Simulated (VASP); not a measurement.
Level of theory: vdW-DF2, VASP's PBE PAW potentials (set 64) (plane waves; VASP 6.6.1).

A VASP calculation is set up with these files.

### INCAR
```
AGGAC = 0.0
ALGO = Normal
EDIFF = 1E-7
ENCUT = 520
GGA = ML
ISIF = 2
ISMEAR = -5
LASPH = .TRUE.
LCHARG = .TRUE.
LEFG = .TRUE.
LMAXMIX = 4
LORBIT = 11
LREAL = .FALSE.
LUSE_VDW = .TRUE.
LWAVE = .FALSE.
NEDOS = 601
NELM = 100
PREC = Accurate
SYSTEM = MgI2
ZAB_VDW = -1.8867
```

**KPOINTS**
```
Automatic mesh
0
Gamma
7 7 4
0 0 0
```

POSCAR:
```
MgI2
1
    2.1473689691    -3.7193516870     0.0000000000
    2.1473689691     3.7193516870     0.0000000000
    0.0000000000     0.0000000000     7.0391708671
Mg I
1 2
Direct
  0.0000000000   0.0000000000   0.0000000000
  0.3333330000   0.6666670000   0.2408371910
  0.6666670000   0.3333330000   0.7591628090
```

POTCAR, in this order: Mg I (PBE.64 set). Program: vasp_std.

The resulting files:

File OSZICAR:
```
       N       E                     dE             d eps       ncg     rms          rms(c)
DAV:   1     0.857805294232E+02    0.85781E+02   -0.57969E+03   672   0.104E+03
DAV:   2     0.421044723870E+01   -0.81570E+02   -0.75092E+02   980   0.148E+02
DAV:   3    -0.225141424295E+01   -0.64619E+01   -0.64330E+01   832   0.503E+01
DAV:   4    -0.237247142185E+01   -0.12106E+00   -0.12103E+00   880   0.860E+00
DAV:   5    -0.237452072297E+01   -0.20493E-02   -0.20493E-02   852   0.112E+00    0.331E+00
DAV:   6    -0.217802638732E+01    0.19649E+00   -0.31803E-01   720   0.328E+00    0.241E+00
DAV:   7    -0.216969919259E+01    0.83272E-02   -0.18718E-01   780   0.280E+00    0.960E-01
DAV:   8    -0.217464653723E+01   -0.49473E-02   -0.12710E-02   752   0.936E-01    0.238E-01
DAV:   9    -0.217585745370E+01   -0.12109E-02   -0.26359E-03   800   0.480E-01    0.760E-02
DAV:  10    -0.217594454022E+01   -0.87087E-04   -0.13991E-04   804   0.104E-01    0.339E-02
DAV:  11    -0.217601178992E+01   -0.67250E-04   -0.15731E-04   764   0.130E-01    0.922E-03
DAV:  12    -0.217601278023E+01   -0.99031E-06   -0.31934E-06   836   0.147E-02    0.510E-03
DAV:  13    -0.217601315018E+01   -0.36995E-06   -0.78813E-07   768   0.931E-03    0.132E-03
DAV:  14    -0.217601329449E+01   -0.14431E-06   -0.12398E-07   572   0.352E-03    0.949E-04
DAV:  15    -0.217601323174E+01    0.62756E-07   -0.19506E-08   468   0.169E-03
   1 F= -.21760132E+01 E0= -.21760132E+01  d E =0.000000E+00
```

File OUTCAR:
```
------------------------ aborting loop because EDIFF is reached ----------------------------------------
  FORCE on cell =-STRESS in cart. coord.  units (eV):
  Direction    XX          YY          ZZ          XY          YZ          ZX
  --------------------------------------------------------------------------------------
  Total        0.0243257      0.0243257      0.0280119      0.0000000     -0.0000000     -0.0000000
  in kB        0.3466173      0.3466172      0.3991426      0.0000000     -0.0000000     -0.0000000
  external PRESSURE =       0.3641257 kB  Pullay stress =       0.0000000 kB
  volume of cell :      112.44
      direct lattice vectors                 reciprocal lattice vectors
     2.147368969 -3.719351687  0.000000000     0.232843078 -0.134432031  0.000000000
     2.147368969  3.719351687  0.000000000     0.232843078  0.134432031  0.000000000
     0.000000000  0.000000000  7.039170867     0.000000000  0.000000000  0.142062186
 POSITION                                       TOTAL-FORCE (eV/Angst)
 -----------------------------------------------------------------------------------
      0.00000      0.00000      0.00000         0.000000      0.000000      0.000000
      2.14737      1.23979      1.69529        -0.000000      0.000000     -0.004735
      2.14737     -1.23979      5.34388         0.000000     -0.000000      0.004735
 -----------------------------------------------------------------------------------
    total drift:                               -0.000000     -0.000000      0.000000
  FREE ENERGIE OF THE ION-ELECTRON SYSTEM (eV)
  ---------------------------------------------------
  free  energy   TOTEN  =        -2.1760132317 eV

  energy  without entropy=       -2.1760132317  energy(sigma->0) =       -2.17601323

 total charge

# of ion       s       p       d       tot
------------------------------------------
    1        0.143   0.100   0.024   0.267
    2        1.518   2.810   0.010   4.339
    3        1.518   2.810   0.010   4.339
--------------------------------------------------
tot          3.180   5.720   0.044   8.945

 Electric field gradients after diagonalization (V/A^2)
 (convention: |V_zz| > |V_xx| > |V_yy|)
----------------------------------------------------------------------
 ion       V_xx      V_yy      V_zz     asymmetry (V_yy - V_xx)/ V_zz
----------------------------------------------------------------------
   1      -0.307    -0.307     0.615       0.000
   2      28.851    28.850   -57.701       0.000
   3      28.851    28.850   -57.701       0.000
```
(Selected blocks of OUTCAR.)

The compound is MgI2 in the 1T layered structure. It was relaxed first, which changed the volume by +10 %.
